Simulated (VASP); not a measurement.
A convergence study with VASP on GaSb (zinc blende): one setting is varied, all else stays as given below, so the limit is that of these other settings. Each run relaxes cell and ions from the cell shown.

```xyz
2
Lattice="0.0000 3.0500 3.0500 3.0500 0.0000 3.0500 3.0500 3.0500 0.0000" Properties=species:S:1:pos:R:3 pbc="T T T"
Ga     0.0000     0.0000     0.0000
Sb     1.5250     1.5250     1.5250
```

Computed with PBEsol GGA, VASP's PBE PAW potentials (set 64) (plane waves; VASP). The tightest run used: 550 eV cut-off, 11×11×11 Γ-centred mesh, Gaussian smearing of 0.050 eV, potentials Ga_d Sb.

Q: The settings run are 2×2×2 mesh; 3×3×3 mesh; 4×4×4 mesh; 5×5×5 mesh; 7×7×7 mesh; 8×8×8 mesh; 9×9×9 mesh; 10×10×10 mesh; 11×11×11 mesh. From which on does the relaxed volume stay within 0.05 Å³/atom of the tightest run?

A: From 7×7×7 mesh on: it is off by 0.018 there and by no more than 0.05 in any finer run, while 5×5×5 mesh is off by 0.149.
| setting | relaxed volume (Å³/atom) | E (eV/atom) | irreducible k-points | difference judged (Å³/atom) |
|---|---|---|---|---|
| 2×2×2 mesh | 36.087 | -3.0180 | 3 | 7.506 |
| 3×3×3 mesh | 29.923 | -3.7753 | 4 | 1.342 |
| 4×4×4 mesh | 29.013 | -3.9761 | 8 | 0.433 |
| 5×5×5 mesh | 28.730 | -4.0385 | 10 | 0.149 |
| 7×7×7 mesh | 28.599 | -4.0699 | 20 | 0.018 |
| 8×8×8 mesh | 28.587 | -4.0738 | 29 | 0.006 |
| 9×9×9 mesh | 28.582 | -4.0757 | 35 | 0.002 |
| 10×10×10 mesh | 28.581 | -4.0767 | 47 | 0.000 |
| 11×11×11 mesh | 28.581 | -4.0772 | 56 | 0.000 |

Left out are rungs that failed or repeat a setting and relaxations that didn't move; long series are thinned to 24 rows.

The compound is GaSb in the zinc blende structure.
